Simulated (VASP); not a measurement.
An input for Ansatz (written as the equivalent of a VASP run, and not itself run):

Ansatz 0.2 input:
```yaml
crystal:
  lattice:
    - [4.5700000, 0.0000000, 0.0000000]
    - [0.0000000, 4.5700000, 0.0000000]
    - [0.0000000, 0.0000000, 4.5700000]
  atoms:
    - { symbol: Cs, position: [0.0000000, 0.0000000, 0.0000000] }
    - { symbol: I, position: [0.5000000, 0.5000000, 0.5000000] }
kpoints:
  mp_grid: { grid: [5, 5, 5] }
hamiltonian:
  xc: rpbe
  pseudopotentials: { kind: paw }
scf:
  occupations: { method: gaussian, width: 0.05 }
  max_iter: 100
relax:
  max_steps: 60
  f_tol: 0.01
  cell: {}
output: { forces: true, stress: true, eigenvalues: true }
```

Q: Translate this input to VASP (INCAR, KPOINTS, POSCAR, choice of POTCAR).

A: One answer among several that fit: 
File POSCAR:
```
CsI
1
    4.5700000000     0.0000000000     0.0000000000
    0.0000000000     4.5700000000     0.0000000000
    0.0000000000     0.0000000000     4.5700000000
Cs I
1 1
Direct
  0.0000000000   0.0000000000   0.0000000000
  0.5000000000   0.5000000000   0.5000000000
```

### KPOINTS
```
Automatic mesh
0
Gamma
5 5 5
0 0 0
```

INCAR:
```
SYSTEM = CsI
PREC = Accurate
ENCUT = 520
EDIFF = 1E-6
NELM = 100
ALGO = Normal
LREAL = .FALSE.
LASPH = .TRUE.
ISMEAR = 0
SIGMA = 0.05
GGA = RP
LMAXMIX = 4
LWAVE = .FALSE.
LCHARG = .FALSE.
IBRION = 2
ISIF = 3
NSW = 60
EDIFFG = -0.01
```

POTCAR, in this order: Cs_sv I (PBE.64 set). Program: vasp_std.

What does not carry over: each code has its own PAW files, so the cut-off isn't converted (ENCUT is set for VASP's; basis.ecutwfc is left out, and Ansatz then takes the one that its files recommend); Ansatz stops its SCF on the density residual and VASP on the energy change (EDIFF).

The compound is CsI in the CsCl type structure. This run relaxes it. Symmetry was kept, so distortions that lower it aren't found.
